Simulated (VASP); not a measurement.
Method: r2SCAN meta-GGA, VASP's PBE PAW potentials (set 64) (plane waves; VASP).

A VASP calculation is set up with these files.

### INCAR
```
ALGO=Normal
EDIFF=1E-6
EDIFFG=-0.01
ENCUT=400
IBRION=2
ISIF=3
ISMEAR=1
LASPH=T
LCHARG=F
LMAXMIX=4
LMIXTAU=T
LREAL=F
LWAVE=F
METAGGA=R2SCAN
NELM=100
NSW=60
PREC=Accurate
SIGMA=0.1
SYSTEM=Ge
```

KPOINTS:
```
Automatic mesh
0
Gamma
14 14 14
0 0 0
```

File POSCAR:
```
Ge
1.0
 -1.6984990000   1.6984990000   1.6984990000
  1.6984990000  -1.6984990000   1.6984990000
  1.6984990000   1.6984990000  -1.6984990000
Ge
1
Direct
  0.0000000000   0.0000000000   0.0000000000
```

POTCAR, in this order: Ge_d (PBE.64 set). Program: vasp_std.

Question: What will the output report for the number of irreducible k-points (NKPTS), number of bands (NBANDS), largest plane-wave count, number of space-group operations, FFT grid (NGX, NGY, NGZ)?

Answer: 
| Quantity | Value |
|---|---|
| number of irreducible k-points (NKPTS) | 104 |
| number of bands (NBANDS) | 11 |
| largest plane-wave count | 370 |
| number of space-group operations | 48 |
| FFT grid (NGX, NGY, NGZ) | 20 × 20 × 20 |

The structure was generated: Ge was put into the bcc type (Im-3m), which need not be its known phase. This run relaxes it. Symmetry was kept, so distortions that lower it aren't found.
